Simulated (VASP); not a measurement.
Mg2Si (antifluorite): the formation energy from VASP (plane waves, PAW) at several levels of theory. The references are the elements' solids at the same level; no temperature or zero-point terms are added.

```
level   formation energy (eV/atom)
------  --------------------------
LDA                         -0.185
PBE                         -0.161
PBEsol                      -0.161
```

The cell of the LDA run:

```cif
data_Mg2Si
_chemical_formula_sum 'Mg2 Si1'
_space_group_name_H-M_alt 'P 1'
_space_group_IT_number 1
_cell_length_a 4.41952
_cell_length_b 4.41952
_cell_length_c 4.41952
_cell_angle_alpha 60.000
_cell_angle_beta 60.000
_cell_angle_gamma 60.000
loop_
_space_group_symop_operation_xyz
  'x, y, z'
loop_
_atom_site_label
_atom_site_type_symbol
_atom_site_fract_x
_atom_site_fract_y
_atom_site_fract_z
_atom_site_occupancy
Mg1 Mg 0.25000 0.25000 0.25000 1
Mg2 Mg 0.75000 0.75000 0.75000 1
Si1 Si 0.00000 0.00000 0.00000 1
```

Only levels that ran to the end are used. Left out are those held back, those with too coarse a band path, GW runs whose mesh misses a band edge, hybrids' fits of cells that aren't cubic and levels without matching references; a question may draw on a part of the rest.
